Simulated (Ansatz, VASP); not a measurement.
# BiB: VASP beside Ansatz, part 2 of 3

Aim: how closely do two programs agree when they are given the same cell, functional and k mesh? The cell is generated by rule, not measured, and may not be a known phase. The cell is taken from a series of VASP runs on this material, whose earlier steps may have relaxed, scaled or displaced it; both programs get it as it stands.

VASP 6.6.1 and Ansatz 0.2.0.

So far. Step 2 (Ansatz: single point, PBE): The run ends at a pressure of 4.30 GPa. Step 3 (VASP: single point, PBE): The run ends at a pressure of 4.29 GPa.

## Step 5: VASP: band structure, PBE, spin-orbit coupling

Level of this step: PBE, spin-orbit coupling; plane waves and PAW (B, Bi_d); invented cell (VASP).

Levels along a path test the potential and the projectors away from the mesh points.

INCAR

```
SYSTEM = BiB
PREC = Accurate
ENCUT = 420
EDIFF = 1E-06
NELM = 100
ISMEAR = 0
SIGMA = 0.02
LREAL = .FALSE.
ALGO = Normal
GGA = PE
LNONCOLLINEAR = .TRUE.
MAGMOM = 0 0 0 0 0 0
NBANDS = 30
GGA_COMPAT = .FALSE.
LASPH = .TRUE.
LSORBIT = .TRUE.
LORBIT = 11
LWAVE = .FALSE.
LCHARG = .FALSE.
KPAR = 4
ISIF = 2
```

POSCAR

```
BiB
1.0
    0.0000000000      2.7135500000      2.7135500000
    2.7135500000      0.0000000000      2.7135500000
    2.7135500000      2.7135500000      0.0000000000
B Bi
1 1
Direct
    0.0000000000      0.0000000000      0.0000000000
    0.2500000000      0.2500000000      0.2500000000
```

KPOINTS

```
Automatic mesh
0
Gamma
10 10 10
0 0 0
```

KPOINTS_OPT

```
Line mode
16
Line-mode
Reciprocal
  0.00000000   0.00000000   0.00000000 GAMMA
  0.50000000   0.00000000   0.50000000 X

  0.50000000   0.00000000   0.50000000 X
  0.50000000   0.25000000   0.75000000 W

  0.50000000   0.25000000   0.75000000 W
  0.37500000   0.37500000   0.75000000 K

  0.37500000   0.37500000   0.75000000 K
  0.00000000   0.00000000   0.00000000 GAMMA

  0.00000000   0.00000000   0.00000000 GAMMA
  0.50000000   0.50000000   0.50000000 L

  0.50000000   0.50000000   0.50000000 L
  0.62500000   0.25000000   0.62500000 U

  0.62500000   0.25000000   0.62500000 U
  0.50000000   0.25000000   0.75000000 W

  0.50000000   0.25000000   0.75000000 W
  0.50000000   0.50000000   0.50000000 L

  0.50000000   0.50000000   0.50000000 L
  0.37500000   0.37500000   0.75000000 K

  0.62500000   0.25000000   0.62500000 U
  0.50000000   0.00000000   0.50000000 X
```

Potentials, in the order of the species: B and Bi_d (PBE family, release 64).

Run with:

```bash
> mpirun -np 4 vasp_ncl
```

Numbers of over 12 decimals in the logs are rounded to 6 here.

Output:

```text
[... set-up lines as in an earlier step ...]
 entering main loop
       N       E                     dE             d eps       ncg     rms          rms(c)
DAV:   1     0.172873162603E+03    0.17287E+03   -0.81092E+03  4398   0.124E+03
DAV:   2     0.684941049827E+01   -0.16602E+03   -0.15956E+03  4448   0.374E+02
DAV:   3    -0.975014808049E+01   -0.16600E+02   -0.16369E+02  5280   0.128E+02
DAV:   4    -0.103329444662E+02   -0.58280E+00   -0.58172E+00  5308   0.257E+01
[...]
DAV:  11    -0.964293273655E+01   -0.61545E-04   -0.17406E-04  4850   0.102E-01    0.200E-02
DAV:  12    -0.964295543674E+01   -0.22700E-04   -0.38013E-05  4998   0.543E-02    0.388E-03
DAV:  13    -0.964295609709E+01   -0.66035E-06   -0.19224E-06  5094   0.143E-02
   1 F= -.96429561E+01 E0= -.96429561E+01  d E =-.493495E-34  mag=    -0.0000     0.0000    -0.0000
 Start KPOINTS_OPT (optional k-point list driver)
k-point batch [1-73\160]
       N       E                     dE             ncg
DAV:   1     0.290471924155E+04   -0.25482E+05     4386
DAV:   2    -0.910979083093E+04   -0.12015E+05     4450
DAV:   3    -0.103421348418E+05   -0.12323E+04     5362
DAV:   4    -0.103872995462E+05   -0.45165E+02     5488
DAV:   5    -0.103887847380E+05   -0.14852E+01     6230
DAV:   6    -0.103888222180E+05   -0.37480E-01     6232
DAV:   7    -0.103888227993E+05   -0.58123E-03     6264
DAV:   8    -0.103888228110E+05   -0.11747E-04     5500
DAV:   9    -0.103888228115E+05   -0.43088E-06     3464
[...]
k-point batch [147-160\160]
       N       E                     dE             ncg
DAV:   1     0.336960556237E+05   -0.76276E+04      840
DAV:   2     0.313855695101E+05   -0.23105E+04      840
DAV:   3     0.311643344803E+05   -0.22124E+03     1092
DAV:   4     0.311572844810E+05   -0.70500E+01     1122
DAV:   5     0.311571150513E+05   -0.16943E+00     1186
DAV:   6     0.311571113945E+05   -0.36568E-02     1248
DAV:   7     0.311571113349E+05   -0.59614E-04     1202
DAV:   8     0.311571113331E+05   -0.17122E-05     1136
DAV:   9     0.311571113331E+05   -0.61824E-07      778
```

From OUTCAR (step 5):

```text
  Total        1.0870114      1.0870114      1.0870114      0.0000000      0.0000000      0.0000000
  in kB       43.5814036     43.5814036     43.5814036      0.0000000      0.0000000      0.0000000
  external PRESSURE =      43.5814036 kB  Pullay stress =       0.0000000 kB

 POSITION                                       TOTAL-FORCE (eV/Angst)
 -----------------------------------------------------------------------------------
      0.00000      0.00000      0.00000         0.000000      0.000000      0.000000
      1.35678      1.35678      1.35678        -0.000000     -0.000000     -0.000000
 -----------------------------------------------------------------------------------
    total drift:                               -0.000000     -0.000000     -0.000000

  FREE ENERGIE OF THE ION-ELECTRON SYSTEM (eV)
  ---------------------------------------------------
  free  energy   TOTEN  =        -9.6429560971 eV

  energy  without entropy=       -9.6429560971  energy(sigma->0) =       -9.64295610

 magnetization (x)
# of ion       s       p       d       tot
------------------------------------------
    1        0.000   0.000   0.000   0.000
    2        0.000   0.000  -0.000   0.000
--------------------------------------------------
tot          0.000   0.000  -0.000   0.000

 magnetization (y)
# of ion       s       p       d       tot
------------------------------------------
    1        0.000   0.000   0.000   0.000
    2       -0.000   0.000   0.000  -0.000
--------------------------------------------------
tot         -0.000   0.000   0.000  -0.000

 magnetization (z)
# of ion       s       p       d       tot
------------------------------------------
    1        0.000  -0.000   0.000  -0.000
    2       -0.000  -0.000   0.000  -0.000
--------------------------------------------------
tot         -0.000  -0.000   0.000  -0.000

[... 1 part as in an earlier step ...]

[... 2 further parts left out ...]
[key lines of the parts left out:]
E-fermi :   7.9034
```

The run ends at a pressure of 4.36 GPa.

## Step 6: Ansatz: band structure, PBE, spin-orbit coupling

The same cell, functional, mesh and smearing now go to Ansatz, which takes its cutoff from its data sets.

The cell is taken from a series of VASP runs on this material, whose earlier steps may have relaxed, scaled or displaced it; both programs get it as it stands.

input.yaml

```yaml
crystal:
  lattice:
    - [0.0, 2.71355, 2.71355]
    - [2.71355, 0.0, 2.71355]
    - [2.71355, 2.71355, 0.0]
  atoms:
    - { symbol: B, position: [0.0, 0.0, 0.0] }
    - { symbol: Bi, position: [0.25, 0.25, 0.25] }
hamiltonian:
  xc: pbe
  pseudopotentials: { kind: paw_fr }
magnetization:
  noncollinear: true
  spin_orbit: true
kpoints:
  mp_grid: { grid: [10, 10, 10] }
  band_path:
    path:
      - [0.0, 0.0, 0.0]
      - [0.16667, 0.0, 0.16667]
      - [0.33333, 0.0, 0.33333]
      - [0.5, 0.0, 0.5]
      - [0.5, 0.08333, 0.58333]
      - [0.5, 0.18333, 0.68333]
      - [0.5, 0.25, 0.75]
      - [0.45, 0.3, 0.75]
      - [0.40833, 0.34167, 0.75]
      - [0.35, 0.35, 0.7]
      - [0.225, 0.225, 0.45]
      - [0.075, 0.075, 0.15]
      - [0.03333, 0.03333, 0.03333]
      - [0.23333, 0.23333, 0.23333]
      - [0.4, 0.4, 0.4]
      - [0.51667, 0.46667, 0.51667]
      - [0.55833, 0.38333, 0.55833]
      - [0.60833, 0.28333, 0.60833]
      - [0.60833, 0.25, 0.64167]
      - [0.55833, 0.25, 0.69167]
      - [0.51667, 0.25, 0.73333]
      - [0.5, 0.3, 0.7]
      - [0.5, 0.38333, 0.61667]
      - [0.5, 0.48333, 0.51667]
      - [0.475, 0.475, 0.55]
      - [0.425, 0.425, 0.65]
      - [0.38333, 0.38333, 0.73333]
      - [0.59167, 0.18333, 0.59167]
      - [0.55, 0.1, 0.55]
      - [0.5, 0.0, 0.5]
    npoints: 1
scf:
  occupations: { method: gaussian, width: 0.02 }
  n_extra_bands: 14
output:
  forces: true
  stress: true
  eigenvalues: true
```

Run with:

```bash
> ansatz run input.yaml --threads 2 --pin off --max-ram 4608MiB --backend cpu --events-out ev --progress --plain --runs-dir out
```

Output:

```text
[...]
non-collinear run that drives no moment, with spin-orbit: no starting moment large enough to seed its density (crystal.atoms[].spin), no starting occupations that ask for one, no magnetisation constraint and no magnetic field, so the semilocal B_xc is pinned to zero
Crystal: 2 atoms, lattice volume = 39.962 Å³
[...]
k-point 1: bands = [... 14 lower, 10.4270, 10.4270, 11.0329, 11.0597, 12.2305, 12.2305, 13.3368, 13.3368, ... 10 higher]
  k-point 2: bands = [... 14 lower, 9.7888, 9.7888, 10.5628, 10.5998, 12.1173, 12.1173, 14.1048, 14.1048, ... 10 higher]
  k-point 46: bands = [... 14 lower, 5.6570, 6.6956, 6.8603, 7.0625, 14.0556, 14.1504, 14.3087, 14.4910, ... 10 higher]
[key lines of the parts left out:]
SCF converged after 7 iterations
Magnetization: |M| = 0.0000 μB,  M = (+0.0000, +0.0000, +0.0000) μB
Free energy (F): -12592.571723 eV
Fermi energy:    11.455561 eV
P = ⅓ Tr σ = 4.1438 GPa (41.438 kbar)
```

It took 10 s on 2 threads of Intel Xeon Platinum 8488C (Sapphire Rapids), shared host; peak memory 0.51 GiB.

## Step 7: Comparison

What differs besides the data sets and the points named for the pairs above, as far as they apply: spin-orbit coupling enters by fully relativistic files in Ansatz and inside the spheres in VASP. Total energies have different zeros and are not compared.

Compared:

```
                                        quantity  Ansatz   VASP  difference
                                  pressure (GPa)    4.14   4.36       -0.21
pressure without Ansatz's Pulay correction (GPa)    4.06   4.36       -0.30
                   gap over the path points (eV)   0.366  0.343      +0.023
```

Levels at points of the path, from each program's valence-band top (eV; 6 filled, then empty):

```csv
k (reciprocal lattice),Ansatz,VASP
0.000 0.000 0.000,-1.31 -1.31 0.00 0.00 0.00 0.00 0.37 0.37 1.70 1.70 3.29 3.29,-1.15 -1.15 0.00 0.00 0.00 0.00 0.34 0.34 1.77 1.77 3.27 3.27
0.167 0.000 0.167,-3.34 -3.34 -2.06 -2.06 -1.32 -1.32 1.36 1.36 2.24 2.24 4.01 4.01,-3.28 -3.28 -2.02 -2.02 -1.33 -1.33 1.36 1.36 2.27 2.27 4.06 4.06
0.333 0.000 0.333,-6.36 -6.36 -3.73 -3.73 -2.86 -2.86 0.58 0.58 1.82 1.82 6.40 6.40,-6.34 -6.34 -3.66 -3.66 -2.87 -2.87 0.57 0.57 1.82 1.82 6.50 6.50
0.500 0.000 0.500,-8.30 -8.30 -4.32 -4.32 -3.43 -3.43 0.69 0.69 0.79 0.79 7.96 7.96,-8.28 -8.28 -4.25 -4.25 -3.44 -3.44 0.68 0.68 0.77 0.77 8.09 8.09
0.500 0.083 0.583,-8.32 -8.13 -4.79 -4.31 -3.73 -3.69 1.05 1.26 1.34 1.38 7.16 7.56,-8.28 -8.12 -4.71 -4.27 -3.74 -3.70 1.07 1.25 1.32 1.36 7.27 7.62
0.500 0.183 0.683,-8.22 -7.79 -5.53 -4.56 -4.34 -4.16 2.51 2.66 2.79 2.95 5.33 6.19,-8.17 -7.79 -5.43 -4.54 -4.35 -4.17 2.53 2.65 2.78 2.94 5.42 6.21
0.500 0.250 0.750,-8.18 -7.67 -5.74 -4.57 -4.55 -4.28 3.23 3.23 3.69 3.71 4.20 5.44,-8.13 -7.68 -5.64 -4.57 -4.55 -4.29 3.22 3.22 3.68 3.71 4.32 5.42
0.450 0.300 0.750,-8.17 -7.70 -5.73 -4.77 -4.20 -3.85 2.28 2.52 3.47 3.61 5.02 5.89,-8.12 -7.71 -5.65 -4.78 -4.19 -3.86 2.29 2.51 3.48 3.60 5.11 5.90
0.408 0.342 0.750,-8.17 -7.75 -5.76 -4.91 -3.61 -3.36 1.35 1.54 3.42 3.58 5.86 6.56,-8.12 -7.75 -5.69 -4.92 -3.59 -3.35 1.35 1.52 3.42 3.57 5.96 6.60
0.350 0.350 0.700,-8.06 -7.59 -5.93 -5.04 -3.14 -3.02 1.28 1.31 3.97 4.04 5.85 6.38,-8.02 -7.60 -5.85 -5.06 -3.11 -3.01 1.27 1.30 3.98 4.03 5.98 6.43
```

Among the levels compared at these points, filled levels agree within 163 meV and empty ones within 124 meV. Ansatz's pressure holds a Pulay correction of 0.09 GPa; VASP's holds none.

## Step 8: Further runs

Further runs change the set-up of one program: Ansatz's method, potentials or start, or VASP's data sets, cutoff or form of LDA. The table gives Ansatz less VASP for each quantity, since a change that brings one quantity closer may part another.

| run | pressure (GPa) | gap over the path points (eV) |
| --- | --- | --- |
| as above | -0.21 | 0.023 |
| Ansatz's larger PAW set (cutoff 760 eV) | -0.17 | 0.016 |
| norm-conserving potentials (cutoff 1034 eV) | -0.21 | 0.021 |

## Step 9: VASP: band structure, PBE

Levels along a path test the potential and the projectors away from the mesh points. The cell compared in this pair holds 40.16 Å³, against 39.96 Å³ for the pair before.

INCAR

```
SYSTEM = BiB
PREC = Accurate
ENCUT = 420
EDIFF = 1E-06
NELM = 100
ISMEAR = 0
SIGMA = 0.02
LREAL = .FALSE.
ALGO = Normal
GGA = PE
NBANDS = 21
LORBIT = 11
LWAVE = .FALSE.
LCHARG = .FALSE.
KPAR = 4
ISIF = 2
```

POSCAR

```
BiB
1.0
    0.0000000000      2.7135500000      2.7135500000
    2.7271177500      0.0000000000      2.7135500000
    2.7271177500      2.7135500000      0.0000000000
B Bi
1 1
Direct
    0.0000000000      0.0000000000      0.0000000000
    0.2500000000      0.2500000000      0.2500000000
```

KPOINTS is that of step 5.

KPOINTS_OPT

```
Line mode
16
Line-mode
Reciprocal
  0.00000000   0.00000000   0.00000000 GAMMA
  0.50000000   0.00000000   0.50000000 X

  0.50000000   0.00000000   0.50000000 X
  0.25248137  -0.24751863   0.50000000 Y

  0.25248137  -0.24751863   0.50000000 Y
  0.00000000  -0.37375931   0.37375931 S

  0.00000000  -0.37375931   0.37375931 S
  0.00000000   0.00000000   0.00000000 GAMMA

  0.00000000   0.00000000   0.00000000 GAMMA
  0.00000000   0.50000000   0.50000000 Z

  0.00000000   0.50000000   0.50000000 Z
  0.00000000   0.37375931   0.62624069 S1

  0.00000000   0.37375931   0.62624069 S1
  0.00000000   0.00000000   0.50000000 N

  0.00000000   0.00000000   0.50000000 N
  0.50000000   0.25000000   0.75000000 P

  0.50000000   0.25000000   0.75000000 P
  0.25248137   0.50000000   0.75248137 Y1

  0.25248137   0.50000000   0.75248137 Y1
  0.00000000   0.50000000   0.50000000 Z

  0.50000000   0.00000000   0.50000000 X
  0.50000000   0.25000000   0.75000000 P
```

Run with:

```bash
> mpirun -np 4 vasp_std
```

Output:

```text
[... set-up lines as in an earlier step ...]
 entering main loop
       N       E                     dE             d eps       ncg     rms          rms(c)
DAV:   1     0.144046670743E+03    0.14405E+03   -0.81614E+03  4335   0.888E+02
DAV:   2     0.164382329789E+01   -0.14240E+03   -0.13485E+03  4407   0.281E+02
DAV:   3    -0.948092077433E+01   -0.11125E+02   -0.11037E+02  5177   0.748E+01
DAV:   4    -0.973638020113E+01   -0.25546E+00   -0.25530E+00  5219   0.116E+01
[...]
DAV:  10    -0.897503256372E+01   -0.85039E-04   -0.25302E-04  5272   0.952E-02    0.247E-02
DAV:  11    -0.897506501302E+01   -0.32449E-04   -0.52494E-05  5143   0.581E-02    0.687E-03
DAV:  12    -0.897506471299E+01    0.30003E-06   -0.27021E-06  5265   0.116E-02
   1 F= -.89750647E+01 E0= -.89750647E+01  d E =-.978539E-51
 Start KPOINTS_OPT (optional k-point list driver)
k-point batch [1-102\176]
       N       E                     dE             ncg
DAV:   1     0.776337562052E+03   -0.47368E+05     4367
DAV:   2    -0.136553055432E+05   -0.14432E+05     4434
DAV:   3    -0.148082328182E+05   -0.11529E+04     5198
DAV:   4    -0.148355651932E+05   -0.27332E+02     5301
DAV:   5    -0.148363594657E+05   -0.79427E+00     5593
DAV:   6    -0.148364033313E+05   -0.43866E-01     6209
DAV:   7    -0.148364036119E+05   -0.28060E-03     5638
DAV:   8    -0.148364036153E+05   -0.33828E-05     4463
DAV:   9    -0.148364036159E+05   -0.58975E-06     3452
k-point batch [103-176\176]
       N       E                     dE             ncg
DAV:   1     0.174981813709E+05   -0.45096E+05     3178
DAV:   2     0.702178299110E+04   -0.10476E+05     3246
DAV:   3     0.616687415550E+04   -0.85491E+03     3960
DAV:   4     0.614671816328E+04   -0.20156E+02     3837
DAV:   5     0.614611163062E+04   -0.60653E+00     4044
DAV:   6     0.614607755614E+04   -0.34074E-01     4521
DAV:   7     0.614607737840E+04   -0.17774E-03     4035
DAV:   8     0.614607737624E+04   -0.21574E-05     3230
DAV:   9     0.614607737576E+04   -0.48287E-06     2489
```

[end of part 2 of 3]

[Lines on the potential files, build, host, timing and source positions are cut from VASP's logs without a mark.]

[Logs are printed without paths, hosts, clocks, repeated set-up lines and the standing remarks that a program may print on its own settings, such as how far it seeks lower states.]

[Hosts, paths, dates, database ids (printed as entryN), source tags and the programs' standing remarks are cut or masked in the printed files.]
